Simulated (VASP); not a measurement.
Input of a VASP 6.6.1 run:

The input INCAR:

```
SYSTEM = NiW7S16
PREC = Accurate ; ENCUT = 350
EDIFF = 1E-5 ; ISMEAR = 0
SIGMA = 0.03 ; LREAL = Auto
LASPH = .True. ; NELM = 120
ALGO = Normal ; ISIF = 2
LWAVE = .False. ; LCHARG = .False.
LMAXMIX = 4 ; LDAU = .True.
LDAUTYPE = 2 ; LDAUL = 2 -1 -1
LDAUU = 5 0 0 ; LDAUJ = 0 0 0
LDAUPRINT = 1 ; GGA = PS
NBANDS = 120 ; LORBIT = 11
KPAR = 4
```

KPOINTS

```
Automatic mesh
0
Gamma
  3 3 2
  0 0 0
```

File POSCAR:

```
NiW7S16
1.0
    6.3064000000      0.0000000000      0.0000000000
   -3.1532000000      5.4615026064      0.0000000000
    0.0000000000      0.0000000000     12.3230000000
Ni W S
1 7 16
Direct
    0.1666666667      0.3333333333      0.2500000000
    0.1666666667      0.8333333333      0.2500000000
    0.6666666667      0.3333333333      0.2500000000
    0.6666666667      0.8333333333      0.2500000000
    0.3333333333      0.1666666667      0.7500000000
    0.3333333333      0.6666666667      0.7500000000
    0.8333333333      0.1666666667      0.7500000000
    0.8333333333      0.6666666667      0.7500000000
    0.1666666667      0.3333333333      0.6225000000
    0.1666666667      0.8333333333      0.6225000000
    0.6666666667      0.3333333333      0.6225000000
    0.6666666667      0.8333333333      0.6225000000
    0.3333333333      0.1666666667      0.1225000000
    0.3333333333      0.6666666667      0.1225000000
    0.8333333333      0.1666666667      0.1225000000
    0.8333333333      0.6666666667      0.1225000000
    0.1666666667      0.3333333333      0.8775000000
    0.1666666667      0.8333333333      0.8775000000
    0.6666666667      0.3333333333      0.8775000000
    0.6666666667      0.8333333333      0.8775000000
    0.3333333333      0.1666666667      0.3775000000
    0.3333333333      0.6666666667      0.3775000000
    0.8333333333      0.1666666667      0.3775000000
    0.8333333333      0.6666666667      0.3775000000
```

Potentials or basis: VASP PAW PBE potentials, release 64 (Ni, W_sv, S).

The run is started by

```console
$ cat potpaw_PBE.64/Ni/POTCAR potpaw_PBE.64/W_sv/POTCAR potpaw_PBE.64/S/POTCAR > POTCAR
$ mpirun -np 4 vasp_std > vasp.out
```

Problem. What does it give for the largest force?

Solution. 0.741 eV/Å.

Problem. What does it give for the pressure?

Solution. -2.1 GPa.

Forces on the atoms (eV/Å):
```
Ni   0.000  0.000  0.000
W    0.324  0.187  0.000
W    0.000 -0.374  0.000
W   -0.324  0.187  0.000
W   -0.018  0.010  0.000
W    0.000 -0.021  0.000
W    0.018  0.010  0.000
W    0.000  0.000  0.000
S    0.000  0.000  0.153
S    0.004  0.002  0.120
S    0.000 -0.005  0.120
S   -0.004  0.002  0.120
S   -0.202  0.117  0.704
S    0.000 -0.234  0.704
S    0.202  0.117  0.704
S    0.000  0.000  0.268
S    0.000  0.000 -0.153
S    0.004  0.002 -0.120
S    0.000 -0.005 -0.120
S   -0.004  0.002 -0.120
S   -0.202  0.117 -0.704
S    0.000 -0.234 -0.704
S    0.202  0.117 -0.704
S    0.000  0.000 -0.268
```

Caveat: the PAW data sets were made with another functional, which shifts forces and pressure a little; spin-orbit coupling is left out, which moves the levels of the heavy elements. Spin polarisation is off, so any magnetic state and its effect on volume and gap are missing.
